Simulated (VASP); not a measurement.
An input for Quantum ESPRESSO's pw.x (written as the equivalent of a VASP run, and not itself run):

```
&CONTROL
  calculation = 'vc-relax'
  pseudo_dir = './pseudo'
  outdir = './out'
  tprnfor = .true.
  tstress = .true.
  nstep = 60
  forc_conv_thr = 0.00078
/
&SYSTEM
  ibrav = 0
  nat = 4
  ntyp = 2
  ecutwfc = 82
  occupations = 'smearing'
  smearing = 'methfessel-paxton'
  degauss = 0.00735
  input_dft = 'pbesol'
/
&ELECTRONS
  conv_thr = 7.3e-08
  electron_maxstep = 100
/
&IONS
/
&CELL
/
ATOMIC_SPECIES
  Pd 106.420 Pd.upf
  Ir 192.217 Ir.upf
CELL_PARAMETERS angstrom
     0.0000000    1.9333857    1.9333857
     1.9333857    0.0000000    1.9333857
     7.6782580    7.6782580    0.0552846
ATOMIC_POSITIONS crystal
  Pd   0.0037229  0.0037229  0.9972078
  Pd   0.0000000  0.0000000  0.2500000
  Pd   0.9962771  0.9962771  0.5027922
  Ir   0.0000000  0.0000000  0.7500000
K_POINTS automatic
  12 12 3 0 0 0
```

Task: Translate this input to VASP (INCAR, KPOINTS, POSCAR, choice of POTCAR).

Result: One answer among several that fit: 
**INCAR**
```
! general
SYSTEM  = IrPd3
PREC    = Accurate
ENCUT   = 400   ! plane-wave cut-off (eV)
LREAL   = .FALSE.   ! projection in real space or not
LASPH   = .TRUE.   ! aspherical one-centre terms

! electronic loop
EDIFF   = 1E-6
NELM    = 100   ! most electronic steps
ALGO    = Normal   ! blocked Davidson
LMAXMIX = 6

! smearing
ISMEAR  = 1
SIGMA   = 0.1   ! width (eV)

! functional
GGA     = PS

! ions
IBRION  = 2
NSW     = 60   ! most ionic steps
ISIF    = 3
EDIFFG  = -0.02   ! ionic stop

! output
LWAVE   = .FALSE.
LCHARG  = .FALSE.
```

**POSCAR**
```
IrPd3
1
    0.0000000000     1.9333856670     1.9333856670
    1.9333856670     0.0000000000     1.9333856670
    7.6782580191     7.6782580191     0.0552846491
Pd Ir
3 1
Direct
  0.0037229376   0.0037229376   0.9972077968
  0.0000000000   0.0000000000   0.2500000000
  0.9962770624   0.9962770624   0.5027922032
  0.0000000000   0.0000000000   0.7500000000
```

**KPOINTS**
```
Automatic mesh
0
Gamma
12 12 3
0 0 0
```

POTCAR, in this order: Pd Ir (PBE.64 set). Program: vasp_std.

Limits of the translation: the potentials are each code's own (VASP's PAW set, PseudoDojo norm-conserving files in pw.x), so ENCUT and ecutwfc are chosen apart and not converted; conv_thr bounds pw.x's estimated SCF error, while EDIFF bounds the energy change between steps; forc_conv_thr acts on force components and is met together with etot_conv_thr.

The structure was generated: IrPd3 was put into an ordered model structure (R-3m), which need not be its known phase. This run relaxes it. Symmetry was kept, so distortions that lower it aren't found. The start is the result of an earlier pass.
